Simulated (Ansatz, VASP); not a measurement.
## SrSnP in two plane-wave programs

Aim: how closely do two programs agree when they are given the same cell, functional and k mesh? The cell is taken from a series of VASP runs on this material, whose earlier steps may have relaxed, scaled or displaced it; both programs get it as it stands.

Method: plane waves, with VASP 6.6.1 beside it; relaxation of cell and atoms at PBEsol with D3(BJ) and zone-centre phonons at PBEsol with D3(BJ), in Ansatz 0.2.0.

## Step 1: Starting point

The structure is tetragonal, space group P4/nmm (No. 129). The conventional cell has a = 4.260 Å, b = 4.260 Å, c = 8.793 Å, α = 90.00°, β = 90.00°, γ = 90.00°. Sr has 5 P at 2.97 to 3.01 Å nearest. Sn has 1 P at 2.44 Å nearest. Nearest to P lie 1 Sn at 2.44 Å and 5 Sr at 2.97 to 3.01 Å. Farther neighbours are not listed.

## Step 2: Ansatz: relaxation of cell and atoms, PBEsol with D3(BJ)

Ansatz runs on its default PAW (the set named soft_2) files.

The relaxed volume is the usual yardstick between codes: its relative difference is about their pressure difference at one cell divided by the bulk modulus.

Contents of input.yaml:

```yaml
crystal:
  lattice:
    - [4.2604852163, 0.0, 0.0]
    - [0.0, 4.2604852163, 0.0]
    - [0.0, 0.0, 8.7933148427]
  atoms:
    - { symbol: Sr, position: [0.0, 0.5, 0.6674024593] }
    - { symbol: Sr, position: [0.5, 0.0, 0.3325975407] }
    - { symbol: Sn, position: [0.5, 0.0, 0.9481727234] }
    - { symbol: Sn, position: [0.0, 0.5, 0.0518272766] }
    - { symbol: P, position: [0.0, 0.5, 0.3294752491] }
    - { symbol: P, position: [0.5, 0.0, 0.6705247509] }
hamiltonian:
  xc: pbesol
  pseudopotentials: { kind: paw }
  dispersion: d3bj
kpoints:
  mp_grid: { grid: [5, 5, 3] }
scf:
  occupations: { method: gaussian, width: 0.05 }
relax:
  f_tol: 0.01
  max_steps: 60
  cell: { stress_tol: 0.05 }
output:
  forces: true
  stress: true
  write_density: true
  write_potential: true
  elf: true
  volumetric_format: npy
```

Started as:

```sh
> ansatz run input.yaml --threads 4 --pin off --max-ram 9216MiB --backend cpu --events-out ev --progress --plain --runs-dir out
```

Numbers of over 12 decimals in the logs are rounded to 6 here.

What it wrote:

```text
Engine: ansatz 0.2.0, aarch64-unknown-linux-gnu
Pseudopotentials: kind: paw
Pseudopotential: Sr, paw, valence charge 10, recommended cutoff 420 eV (normal), Sr.paw.azcp
Pseudopotential: Sn, paw, valence charge 14, recommended cutoff 420 eV (normal), Sn.paw.azcp
Pseudopotential: P, paw, valence charge 5, recommended cutoff 420 eV (normal), P.paw.azcp
Functional definition: PBEsol
  exchange = pbesol_x
  correlation = pbesol_c
Crystal: 6 atoms, lattice volume = 159.614 Å³
Basis set: ecut = 420 eV, 3077 PW (Γ), exchange–correlation on 60×60×120 points (8 copies of the dense FFT grid, shifted against one another)
Bands: 35, of which v1, the nominal top of the filled ones, is band 29 counted from 1 (28 counted from 0)
Symmetry: 16 space group operations
Space group: P4/nmm (ITA 129), of the structure as read, at distance tolerance 5.4e-5 Å
k-points: 12 of 75
Non-local potential: Sr, projectors of the file, l = 0: 3, l = 1: 2, l = 2: 2
Non-local potential: Sn, projectors of the file, l = 0: 2, l = 1: 2, l = 2: 2, l = 3: 2
Non-local potential: P, projectors of the file, l = 0: 2, l = 1: 2, l = 2: 2
PAW form: soft (Blöchl's): semilocal exchange-correlation on the pseudo side does not see the compensation charge
PAW frozen core: Sr, regenerated for the run's functional, and the local potential with it (the file was generated under x = pbe(κ = 0.804, μ = 0.219515), c = pbe(β = 0.066725))
PAW frozen core: Sn, regenerated for the run's functional, and the local potential with it (the file was generated under x = pbe(κ = 0.804, μ = 0.219515), c = pbe(β = 0.066725))
PAW frozen core: P, regenerated for the run's functional, and the local potential with it (the file was generated under x = pbe(κ = 0.804, μ = 0.219515), c = pbe(β = 0.066725))
PAW one-centre angular grid: Sr, 110 points (default); XC on 64 Gauss nodes
PAW one-centre angular grid: Sn, 590 points (default); XC on 64 Gauss nodes
PAW one-centre angular grid: P, 110 points (default); XC on 64 Gauss nodes
Initial density: superposition of atomic densities (neutral atoms: chi_scale 0, normalization atom), corrected by the library's trained network
Initial wavefunctions: pseudopotential atomic-orbital guess
Functional: x = pbesol(κ = 0.804, μ = 0.123457), c = pbesol(β = 0.046)
SCF iter   1: F=—  HF=-20370.756920 eV  |F-HF|=—  |Δ(HF+E_count)|=         —  Δρ=3.62e-3  dr2=3.39e-2  ethr=1.77e-3  ⟨swp⟩=12.2  Hψ=2517  notcnv=0  defer=2
preconditioner: auto → Resta (q_TF=auto, 2.305 Å⁻¹)  ε∞=3.4  [insulator: Δε(μ)=0.157 eV  Ē_g=11.162 eV  σ=0.050 eV  W_gap=0.94  n_scr=38 (ndim 8)  ℏωp=17.1 eV  f_vac=0.000  D(μ)=1.50/eV (n_scr^D=2)  ε∞_Penn≈3.4]
SCF iter   2: F=—  HF=-20370.747645 eV  |F-HF|=—  |Δ(HF+E_count)|=   9.27e-3  Δρ=1.58e-3  dr2=8.41e-3  ethr=5.85e-5  ⟨swp⟩=2.2  Hψ=706  notcnv=0  defer=8
SCF iter   3: F=—  HF=-20370.746375 eV  |F-HF|=—  |Δ(HF+E_count)|=   1.27e-3  Δρ=7.06e-4  dr2=2.39e-3  ethr=1.45e-5  ⟨swp⟩=3.0  Hψ=763  notcnv=0  defer=8
SCF iter   4: F=—  HF=-20370.746071 eV  |F-HF|=—  |Δ(HF+E_count)|=   3.04e-4  Δρ=2.46e-4  dr2=9.65e-5  ethr=4.12e-6  ⟨swp⟩=2.0  Hψ=483  notcnv=0  defer=8
SCF iter   5: F=—  HF=-20370.746085 eV  |F-HF|=—  |Δ(HF+E_count)|=   1.45e-5  Δρ=5.88e-5  dr2=7.20e-6  ethr=1.66e-7  ⟨swp⟩=2.0  Hψ=729  notcnv=0  defer=8
SCF iter   6: F=—  HF=-20370.746085 eV  |F-HF|=—  |Δ(HF+E_count)|=   6.26e-7  Δρ=1.78e-5  dr2=4.16e-7  ethr=1.24e-8  ⟨swp⟩=2.0  Hψ=724  notcnv=0  defer=8
SCF iter   7: F=-20370.746085 eV  HF=-20370.746085 eV  |F-HF|=5.52e-9  |Δ(HF+E_count)|=   2.79e-7  Δρ=3.56e-6  dr2=2.08e-8  ethr=1.72e-10  ⟨swp⟩=11.6  Hψ=3245  notcnv=0
SCF 1 converged in 7 iterations: F = -20370.746085 eV  dr2 = 2.08e-8
  greatest PAW one-centre occupation: 0.991 electrons in one spin orbital (limit 2), on the Sn atom at site 3 (counted from 0), in its partial waves of l = 2
relax step   1: F+E_penalty+E_count = -20370.74608504 eV  Δ(F+E_penalty+E_count) = +0.000e0 eV  max|allowed force component| = 9.175e-2 eV/Å  Δτ_max = 0.0000 Å  P = -0.228 GPa  Ω = 159.614 Å³  (7 SCF iters, dr2 threshold 1.00e-7 eV, accepted)
[...]
relax step   2: F+E_penalty+E_count = -20370.74268130 eV  Δ(F+E_penalty+E_count) = +3.404e-3 eV  max|allowed force component| = 1.126e-1 eV/Å  Δτ_max = 0.0550 Å  P = -0.064 GPa  Ω = 158.382 Å³  energy of the carried Pulay correction = +1.701e-4 eV  (6 SCF iters, dr2 threshold 5.54e-7 eV, rejected (line search))
[...]
relax step   3: F+E_penalty+E_count = -20370.74903423 eV  Δ(F+E_penalty+E_count) = -2.949e-3 eV  max|allowed force component| = 9.119e-2 eV/Å  Δτ_max = 0.0233 Å  P = +0.052 GPa  Ω = 158.337 Å³  energy of the carried Pulay correction = +1.764e-4 eV  (9 SCF iters, accepted)
[...]
relax step   4: F+E_penalty+E_count = -20370.75024615 eV  Δ(F+E_penalty+E_count) = -1.212e-3 eV  max|allowed force component| = 1.765e-2 eV/Å  Δτ_max = 0.0134 Å  P = -0.013 GPa  Ω = 158.603 Å³  energy of the carried Pulay correction = +1.394e-4 eV  (5 SCF iters, dr2 threshold 5.20e-7 eV, accepted)
[...]
relax step   5: F+E_penalty+E_count = -20370.75029266 eV  Δ(F+E_penalty+E_count) = -4.651e-5 eV  max|allowed force component| = 6.061e-3 eV/Å  Δτ_max = 0.0034 Å  P = -0.010 GPa  Ω = 158.592 Å³  energy of the carried Pulay correction = +1.410e-4 eV  (5 SCF iters, dr2 threshold 1.95e-8 eV, accepted)
[...]
relax step   6: F+E_penalty+E_count = -20370.75014616 eV  Δ(F+E_penalty+E_count) = +1.465e-4 eV  max|allowed force component| = 6.014e-3 eV/Å  Δτ_max = 0.0000 Å  P = -0.011 GPa  Ω = 158.592 Å³  stress off target by 1.98e-2 GPa  SCF on the basis re-selected at this cell (its energy is not comparable with the rows above)  (6 SCF iters)
basis re-selected at this cell: Δ(F+E_penalty+E_count) = +1.465e-4 eV, ΔP = -0.001 GPa vs the last step (what re-selecting the basis moved, of the pressure what is left beyond the Pulay correction that the steps carried, after the strain that the cell walked since its last selection, with what the two solves' SCF thresholds leave and, on support functions, any second-order correction that the steps lacked; it is no m [...]
SCF converged after 6 iterations
Free energy (F): -20370.750146 eV
Harris-Foulkes:  -20370.750146 eV  (|F-HF|=3.64e-12)
Internal energy: -20370.748280 eV  (E = F + TS)
E sigma→0 (E₀):  -20370.749213 eV
Entropy (-TS):   -0.001867 eV (-0.311 meV/atom)
Fermi energy:    8.806204 eV
--- Per-component energies (eV) ---
  E_band       = -360.095545
  E_kinetic    = 1009.932375
  E_local      = -3766.938193  (includes V_loc(G=0)·N_el)
  E_nonlocal   = 414.925381
  E_hartree    = 1716.739532
  E_xc         = -1226.155008
  E_vxc        = -641.464834  (∫ρ·V_xc dr)
  E_paw        = -14528.809708  (= ΣΔE_a)
  E_vpaw       = -810.029425  (= ΣTr[D̂ρ^β])
  E_aug_tail   = 0.000003  (compensation charges beyond the density's cutoff)
  E_ewald      = -3989.229716
  E_disp       = -2.143512  (pairwise vdW)
  E_core_change = 0.930566  (= ΣΔE_core)
  E_smearing   = -0.001867  (= −TS)
  E_closure    = 0.000000  (closes the sum)
  Σ components = -20370.750146   (vs F -20370.750146, Δ=0.00e0)
--- Forces (eV/Å), atoms counted from 1 ---
  atom   1  Sr     0.00000000     0.00000000     0.00273755
  atom   2  Sr     0.00000000     0.00000000    -0.00273755
  atom   3  Sn     0.00000000     0.00000000    -0.00601440
  atom   4  Sn     0.00000000     0.00000000     0.00601440
  atom   5  P      0.00000000     0.00000000    -0.00515491
  atom   6  P      0.00000000     0.00000000     0.00515491
  max |Σ_I F_I| component: 8.67e-19 eV/Å
--- Stress (GPa, compression-positive) ---
       -0.019782       0.000000       0.000000
        0.000000      -0.019782       0.000000
        0.000000       0.000000       0.007178
  P = ⅓ Tr σ = -0.0108 GPa (-0.108 kbar)
--- Band table (eV; the first three rows and the last of 12) ---
  k-point 0: bands = [... 25 lower, 7.2082, 8.2199, 8.2199, 8.6453, 8.6453, 9.6230, 10.6801, 11.4445, ... 2 higher]
  k-point 1: bands = [... 25 lower, 7.4590, 8.0008, 8.0008, 9.1108, 9.1108, 9.7102, 9.8267, 10.4561, ... 2 higher]
  k-point 2: bands = [... 25 lower, 7.3602, 7.3657, 7.7535, 8.6075, 8.9575, 10.6533, 11.3290, 11.4385, ... 2 higher]
  k-point 11: bands = [... 25 lower, 6.6242, 6.7740, 6.8010, 7.8685, 7.9335, 9.8912, 10.1415, 11.2386, ... 2 higher]
--- Relaxed structure (5 steps of the walk, 4 accepted, 1 SCFs on fresh bases) ---
  F+E_penalty+E_count = -20370.75014616 eV   max|allowed force component| = 6.014e-3 eV/Å   (the final SCF, on the basis selected at the relaxed cell)
  cell:  # Å, volume = 158.5918 Å³
    - [4.258482, 0, 0.0]
    - [0, 4.258482, 0.0]
    - [0.0, 0.0, 8.745228]
  atoms:
    - { symbol: Sr, position: [0.0, 0.5, 0.669350] }
    - { symbol: Sr, position: [0.5, 0.0, 0.330650] }
    - { symbol: Sn, position: [0.5, 0.0, 0.946828] }
    - { symbol: Sn, position: [0.0, 0.5, 0.053172] }
    - { symbol: P, position: [0.0, 0.5, 0.332204] }
    - { symbol: P, position: [0.5, 0.0, 0.667796] }
```

Run time: 8.1 s. Hardware: 4 threads of Arm Neoverse V2, shared host; peak memory 0.51 GiB.

(Continued in part 2 of 2.)

[Lines on the potential files, build, host, timing and source positions are cut from VASP's logs without a mark.]

[Logs are printed without paths, hosts, clocks, repeated set-up lines and the standing remarks that a program may print on its own settings, such as how far it seeks lower states.]

[Hosts, paths, dates, database ids (printed as entryN), source tags and the programs' standing remarks are cut or masked in the printed files.]
